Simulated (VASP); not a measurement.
# Li9Os2O12 (a cell with a defect) in VASP: a series of runs

The runs below take Li9Os2O12 (a cell with a defect) through single point, molecular dynamics, with PBEsol.

All numbers are computed with VASP 6.6.1; they aren't measurements. Logs are shortened: lines on timing, memory, paths and dates and some standing lists are left out, and cuts for length are marked.

## (1) Starting point

The cell holds a defect, 23 atoms: a = 6.575 Å, b = 6.575 Å, c = 5.103 Å, α = 82.45°, β = 82.45°, γ = 84.76°.

## (2) Single point, PBEsol

Input file INCAR:

```
SYSTEM = Li9Os2O12
PREC = Accurate
ENCUT = 520
EDIFF = 1E-7
ISMEAR = -1
SIGMA = 0.05
LREAL = Auto
LASPH = .TRUE.
NELM = 80
ALGO = Fast
ISIF = 2
LWAVE = .FALSE.
LCHARG = .FALSE.
GGA = PS
NBANDS = 74
NELECT = 116.0
```

Input file KPOINTS:

```
Automatic mesh
0
G
  2 2 2
  0 0 0
```

Input file POSCAR:

```
Li9Os2O12
1.0
    0.8639670000      4.4317680000      4.7791600000
    0.8639670000     -4.4317680000      4.7791600000
    5.1029490000      0.0000000000      0.0000000000
Li Os O
9 2 12
Direct
    0.3222291980      0.6257198139      0.4937935566
    0.6728744035      0.3546492617      0.4938817655
    0.4745168428      0.0157157503      0.1287599028
    0.0239100981      0.4860958443      0.2539260525
    0.2295751492      0.2285597531      0.6880700871
    0.8631077117      0.2028745948     -0.0139671267
    0.2137383164      0.8229082910     -0.0594613937
    0.9388887838      0.5689912621      0.7712092362
    0.5984121014      0.9389082645      0.7770028537
   -0.0095122617      0.0020632540      0.4967001820
    0.5022512491      0.5008748233      0.0056109079
    0.5561996292      0.2224727735      0.8828527858
    0.9581493172      0.2623999007      0.6356492597
    0.2677311566      0.9486332255      0.6251289821
    0.2517666092      0.5748430879      0.8630767229
    0.3788668737      0.3859746465      0.3775860128
    0.1060337601      0.1491993771      0.1498519762
    0.0382726806      0.7474930188      0.3610705037
    0.4575188817      0.7557068735      0.1442916604
    0.7539865295      0.4435460913      0.1025233319
    0.7377614990      0.0418315676      0.4226100079
    0.9157854482      0.8551324537      0.8183278675
    0.6263893755      0.5802452632      0.6833906220
```

Potentials or basis: VASP PAW PBE potentials, release 64 (Li_sv, Os, O).

Run with:

```bash
$ cat potpaw_PBE.64/Li_sv/POTCAR potpaw_PBE.64/Os/POTCAR potpaw_PBE.64/O/POTCAR > POTCAR
$ mpirun -np 1 vasp_std > vasp.out
```

OUTCAR:

```text
SYSTEM = Li9Os2O12
   PREC = Accurate
   ENCUT = 520
   EDIFF = 1E-7
   ISMEAR = -1
   LREAL = Auto
   LASPH = .TRUE.
   NELM = 80
   ISIF = 2
   GGA = PS
   NELECT = 116.0

 ion  position               nearest neighbor table
   1  0.322  0.626  0.494-  16 1.75  15 1.87  19 2.01  18 2.12  11 2.80  11 2.99
   2  0.673  0.355  0.494-  23 1.86  20 2.02  16 2.08  13 2.11  21 2.13  12 2.13  11 2.88  11 2.95
                            10 2.97
   3  0.475  0.016  0.129-  19 1.71  12 1.79   9 1.98   7 2.57
   4  0.024  0.486  0.254-  18 1.88  20 2.08   8 2.58
   5  0.230  0.229  0.688-  13 1.83  14 1.90  16 1.97  10 2.62
   6  0.863  0.203  0.986-  20 1.82  13 1.82  17 1.88  12 2.14   8 2.57  11 2.94  10 2.95  10 2.97

   7  0.214  0.823  0.941-  15 1.72  14 1.72  19 2.01  22 2.12   3 2.57  11 2.73  10 2.92
   8  0.939  0.569  0.771-  22 1.92  20 2.07  23 2.15  15 2.17  13 2.20   6 2.57   4 2.58
   9  0.598  0.939  0.777-   3 1.98  21 1.98  12 1.99  22 2.14  19 2.23  10 2.82
  10  0.990  0.002  0.497-  21 1.74  22 1.82  18 1.88  13 1.92  17 1.99  14 2.00   5 2.62   9 2.82
                             7 2.92   6 2.95   6 2.97   2 2.97
  11  0.502  0.501  0.006-  23 1.77  20 1.78  15 1.89  19 1.89  12 2.00  16 2.04   7 2.73   1 2.80
                             2 2.88   6 2.94   2 2.95   1 2.99
  12  0.556  0.222  0.883-   3 1.79   9 1.99  11 2.00   2 2.13   6 2.14
  13  0.958  0.262  0.636-   6 1.82   5 1.83  10 1.92   2 2.11   8 2.20
  14  0.268  0.949  0.625-   7 1.72   5 1.90  10 2.00
  15  0.252  0.575  0.863-   7 1.72   1 1.87  11 1.89   8 2.17
  16  0.379  0.386  0.378-   1 1.75   5 1.97  11 2.04   2 2.08
  17  0.106  0.149  0.150-   6 1.88  10 1.99
  18  0.038  0.747  0.361-  10 1.88   4 1.88   1 2.12
  19  0.458  0.756  0.144-   3 1.71  11 1.89   1 2.01   7 2.01   9 2.23
  20  0.754  0.444  0.103-  11 1.78   6 1.82   2 2.02   8 2.07   4 2.08
  21  0.738  0.042  0.423-  10 1.74   9 1.98   2 2.13
  22  0.916  0.855  0.818-  10 1.82   8 1.92   7 2.12   9 2.14
  23  0.626  0.580  0.683-  11 1.77   2 1.86   8 2.15

  LATTYP: Found a base centered monoclinic cell.
 ALAT       =     9.7132505955
 B/A-ratio  =     0.9125200583
 C/A-ratio  =     0.5253595539
 COS(beta)  =    -0.1778945146

  Lattice vectors:

 A1 = (  -0.8639670000,  -4.4317680000,  -4.7791600000)
 A2 = (  -0.8639670000,   4.4317680000,  -4.7791600000)
 A3 = (   5.1029490000,   0.0000000000,   0.0000000000)

Analysis of symmetry for initial positions (statically):
=====================================================================
 Subroutine PRICEL returns:
 Original cell was already a primitive cell.

 Routine SETGRP: Setting up the symmetry group for a
 base centered monoclinic supercell.

 Subroutine GETGRP returns: Found  1 space group operations
 (whereof  1 operations were pure point group operations)
 out of a pool of  4 trial point group operations.

The static configuration has the point symmetry C_1 .

Analysis of symmetry for dynamics (positions and initial velocities):
=====================================================================
 Subroutine PRICEL returns:
 Original cell was already a primitive cell.

 Routine SETGRP: Setting up the symmetry group for a
 base centered monoclinic supercell.

 Subroutine GETGRP returns: Found  1 space group operations
 (whereof  1 operations were pure point group operations)
 out of a pool of  4 trial point group operations.

The dynamic configuration has the point symmetry C_1 .

 Subroutine INISYM returns: Found  1 space group operations
 (whereof  1 operations are pure point group operations),
 and found     1 'primitive' translations

----------------------------------------------------------------------------------------

                                     Primitive cell

  volume of cell :     216.1622

  direct lattice vectors                    reciprocal lattice vectors
     0.863967000  4.431768000  4.779160000     0.000000000  0.112821790  0.104620896
     0.863967000 -4.431768000  4.779160000     0.000000000 -0.112821790  0.104620896
     5.102949000  0.000000000  0.000000000     0.195965117  0.000000000 -0.035426183

  length of vectors
     6.574752991  6.574752991  5.102949000     0.153864512  0.153864512  0.199141512

  position of ions in fractional coordinates (direct lattice)
     0.322229198  0.625719814  0.493793557
     0.672874404  0.354649262  0.493881765
     0.474516843  0.015715750  0.128759903
     0.023910098  0.486095844  0.253926052
     0.229575149  0.228559753  0.688070087
     0.863107712  0.202874595  0.986032873
[... 15 lines left out ...]
     0.915785448  0.855132454  0.818327868
     0.626389375  0.580245263  0.683390622

  ion indices of the primitive-cell ions
   primitive index   ion index
                 1           1
                 2           2
                 3           3
                 4           4
                 5           5
                 6           6
[... 15 lines left out ...]
                22          22
                23          23

----------------------------------------------------------------------------------------

 KPOINTS: Automatic mesh

Automatic generation of k-mesh.
 Grid dimensions read from file:
 generate k-points for:    2    2    2

 Generating k-lattice:

  Cartesian coordinates                     Fractional coordinates (reciprocal lattice)
     0.000000000  0.056410895  0.052310448     0.500000000  0.000000000  0.000000000
     0.000000000 -0.056410895  0.052310448     0.000000000  0.500000000  0.000000000
     0.097982559  0.000000000 -0.017713091     0.000000000  0.000000000  0.500000000

  Length of vectors
     0.076932256  0.076932256  0.099570756

  Shift w.r.t. Gamma in fractional coordinates (k-lattice)
     0.000000000  0.000000000  0.000000000

 Subroutine IBZKPT returns following result:
 ===========================================

 Found      8 irreducible k-points:

 Following reciprocal coordinates:
            Coordinates               Weight
  0.000000  0.000000  0.000000      1.000000
  0.500000  0.000000  0.000000      1.000000
  0.000000  0.500000  0.000000      1.000000
  0.500000  0.500000  0.000000      1.000000
  0.000000  0.000000  0.500000      1.000000
  0.500000  0.000000  0.500000      1.000000
  0.000000  0.500000  0.500000      1.000000
  0.500000  0.500000  0.500000      1.000000
   k-points           NKPTS =      8   k-points in BZ     NKDIM =      8   number of bands    NBANDS=     74
   number of dos      NEDOS =    301   number of ions     NIONS =     23
   total plane-waves  NPLWV = 100000
   dimension x,y,z NGX =    50 NGY =   50 NGZ =   40
   dimension x,y,z NGXF=   100 NGYF=  100 NGZF=   80
   ions per type =               9   2  12
   NGX,Y,Z   is equivalent  to a cutoff of  12.64, 12.64, 13.03 a.u.
   NGXF,Y,Z  is equivalent  to a cutoff of  25.29, 25.29, 26.06 a.u.
 SYSTEM =  Li9Os2O12
   PREC   = accura    normal or accurate (medium, high low for compatibility)
   ISTART =      0    job   : 0-new  1-cont  2-samecut
   ICHARG =      2    charge: 1-file 2-atom 10-const
   ISPIN  =      1    spin polarized calculation?
   LNONCOLLINEAR =      F non collinear calculations
   LSORBIT =      F    spin-orbit coupling
   LASPH  =      T    aspherical Exc in radial PAW
   ENCUT  =  520.0 eV  38.22 Ry    6.18 a.u.  12.22 12.22  9.49*2*pi/ulx,y,z
   NELM   =     80;   NELMIN=  2; NELMDL= -5     # of ELM steps
   EDIFF  = 0.1E-06   stopping-criterion for ELM
   LREAL  =      T    real-space projection
   EDIFFG = 0.1E-05   stopping-criterion for IOM
   NSW    =      0    number of steps for IOM
   IBRION =     -1    ionic relax: 0-MD 1-quasi-New 2-CG
   NFREE  =      0    steps in history (QN), initial steepest desc. (CG)
   ISIF   =      2    stress and relaxation
   ISYM   =      2    0-nonsym 1-usesym 2-fastsym
   POTIM  = 0.5000    time-step for ionic-motion
   TEBEG  =    0.0;   TEEND  =   0.0 temperature during run
   PSTRESS=    0.0 pullay stress
   NELECT =     116.0000    total number of electrons
   NUPDOWN=      -1.0000    fix difference up-down
   EMIN   =  10.00;   EMAX   =-10.00  energy-range for DOS
   EFERMI =   0.00;   METHOD = LEGACY
   ISMEAR =    -1;   SIGMA  =   0.05  broadening in eV -4-tet -1-fermi 0-gaus
   EFERMI_NEDOS =   21; number of points for ismear=-14 and -15
   IALGO  =     68    algorithm
   IMIX   =      4    mixing-type and parameters
     AMIX     =   0.40;   BMIX     =  1.00
     AMIX_MAG =   1.60;   BMIX_MAG =  1.00
  volume/ion in A,a.u.               =       9.40        63.42
  Fermi-wavevector in a.u.,A,eV,Ry     =   1.330355  2.514006 24.080196  1.769845
  Thomas-Fermi vector in A             =   2.459448
   LORBIT       =      0    0 simple, 1 ext, 2 COOP (PROOUT), +10 PAW based schemes
   GGA     = PS    functional components
   LHFCALC =     F    Hartree Fock is set to
   AEXX    =    0.0000 exact exchange contribution
   IVDW    =     0    specifies the selected vdW correction
   LEPSILON=     F    determine dielectric tensor
   LRPA    =     F    only Hartree local field effects (RPA)
 non-spin polarized calculation
 RMM-DIIS sequential band-by-band and
  energy-cutoff  :      520.00
  volume of cell :      216.16
 maximum number of plane-waves:      5841
 NGX is ok and might be reduce to    50
   NGX = 25   NGY = 25   NGZ = 19

 number of electron     115.9999988 magnetization

 Free energy of the ion-electron system (eV)
  ---------------------------------------------------
  ext. energy  EPLUGINS =         0.00000000
  ---------------------------------------------------
  free energy    TOTEN  =      -135.47643010 eV

  energy without entropy =     -135.37298099  energy(sigma->0) =     -135.42470555

 E-fermi :   3.2649     XC(G=0): -10.5593

 val. band max:        3.2540299834   @ k =   0.5000   0.0000   0.0000
 cond. band min:       3.2770356055   @ k =   0.0000   0.5000   0.0000
 fundamental gap:      0.0230056222
 Fermi energy:         3.2648823625

 k-point     1 :       0.0000    0.0000    0.0000
  band No.  band energies     occupation
      1     -41.6851      2.00000
      2     -41.2684      2.00000
      3     -41.1879      2.00000
      4     -40.9158      2.00000
      5     -40.4625      2.00000
      6     -40.3159      2.00000
[... 62 lines left out ...]
     69      10.0521      0.00000
     70      10.8153      0.00000

 k-point     2 :       0.5000    0.0000    0.0000
  band No.  band energies     occupation
      1     -41.6851      2.00000
      2     -41.2683      2.00000
      3     -41.1879      2.00000
      4     -40.9158      2.00000
      5     -40.4625      2.00000
      6     -40.3161      2.00000
[... 62 lines left out ...]
     69       9.9209      0.00000
     70      10.8673      0.00000

 k-point     3 :       0.0000    0.5000    0.0000
  band No.  band energies     occupation
      1     -41.6851      2.00000
      2     -41.2683      2.00000
      3     -41.1879      2.00000
      4     -40.9158      2.00000
      5     -40.4625      2.00000
      6     -40.3159      2.00000
[... 354 lines left out ...]
     69      10.3195      0.00000
     70      10.6789      0.00000

 k-point     8 :       0.5000    0.5000    0.5000
  band No.  band energies     occupation
      1     -41.6849      2.00000
      2     -41.2652      2.00000
      3     -41.1910      2.00000
      4     -40.9160      2.00000
      5     -40.4621      2.00000
      6     -40.3161      2.00000
[... 62 lines left out ...]
     69      10.4430      0.00000
     70      10.6914      0.00000
 [bands above 70 left out]

------------------------ aborting loop because EDIFF is reached ----------------------------------------

  FORCE on cell =-STRESS in cart. coord.  units (eV):
  Direction    XX          YY          ZZ          XY          YZ          ZX
  --------------------------------------------------------------------------------------
  -------------------------------------------------------------------------------------
  Total       14.9091746     12.1734183     17.0789721     -0.6408865      2.8478283      2.5601710
  in kB      110.5056214     90.2284125    126.5879891     -4.7502000     21.1078777     18.9757850
  external PRESSURE =     109.1073410 kB  Pullay stress =       0.0000000 kB

 VOLUME and BASIS-vectors are now :
 -----------------------------------------------------------------------------
  energy-cutoff  :      520.00
  volume of cell :      216.16
      direct lattice vectors                 reciprocal lattice vectors
     0.863967000  4.431768000  4.779160000     0.000000000  0.112821790  0.104620896
     0.863967000 -4.431768000  4.779160000     0.000000000 -0.112821790  0.104620896
     5.102949000  0.000000000  0.000000000     0.195965117  0.000000000 -0.035426183

 POSITION                                       TOTAL-FORCE (eV/Angst)
 -----------------------------------------------------------------------------------
      3.33880     -1.34500      4.53040         0.138661     -0.953751      1.123709
      3.40800      1.41030      4.91070         0.022178      0.158888     -0.737852
      1.08060      2.03330      2.34290         2.365281     -1.539803      0.282854
      1.73640     -2.04830      2.43740        -0.097367      0.584327     -0.076978
      3.90700      0.00450      2.18950         0.445479      0.612514      1.002024
      5.95265      2.92600      5.09450         0.125082      0.338716     -0.929051
[... 15 lines left out ...]
      5.70590      0.26880      8.46350         1.592808     -1.135799     -1.108458
      4.52980      0.20450      5.76670        -2.087952     -0.743172      2.476732
 -----------------------------------------------------------------------------------
    total drift:                               -0.007246      0.007489      0.003891

  FREE ENERGIE OF THE ION-ELECTRON SYSTEM (eV)
  ---------------------------------------------------
  free  energy   TOTEN  =      -135.4764301030 eV

  energy  without entropy=     -135.3729809901  energy(sigma->0) =     -135.42470555
```

Run time: 11 min. Hardware: 1 thread of Intel Xeon Platinum 8259CL at 2.50GHz (Skylake/Cascade Lake), shared host; peak memory 0.36 GiB.

What came out:

```
Free energy            : -135.4764 eV
Largest force          : 5.569 eV/Å
Band gap on the k mesh : none (metal or under the smearing width)
```

Forces in eV/Å, atoms in the order of the input:
```
Li   0.139 -0.954  1.124
Li   0.022  0.159 -0.738
Li   2.365 -1.540  0.283
Li  -0.097  0.584 -0.077
Li   0.445  0.613  1.002
Li   0.125  0.339 -0.929
Li   1.503 -1.262 -0.393
Li  -0.328 -0.164  0.011
Li  -1.176  0.411 -0.017
Os  -1.596  4.300  3.158
Os   1.758 -0.852 -3.979
O    0.082 -0.465 -0.820
O   -0.349 -0.754  0.915
O   -1.585 -1.026  1.136
O    0.036  0.834 -2.763
O   -2.302  0.620  0.389
O    1.326  0.615 -1.065
O   -0.174  0.425 -0.056
O   -0.922  0.300  0.441
O    2.718  2.303  2.837
O   -1.497 -2.607 -1.826
O    1.593 -1.136 -1.108
O   -2.088 -0.743  2.477
```

Caveat: the k mesh is coarse (spacing up to 0.63 Å⁻¹), so the values aren't converged; the cell carries a net charge on a neutralising background, which shifts energy and pressure; the cell is charged against a uniform background, so pressure and absolute levels hang on convention; the cutoff is under 1.25 times the usual one of these potentials, so pressure, stress and relaxed cells hold a basis-set (Pulay) error; the PAW data sets were made with another functional, which shifts forces and pressure a little. Spin-orbit coupling is left out, which matters for the levels of Os.

(Continued in part 2 of 3.)
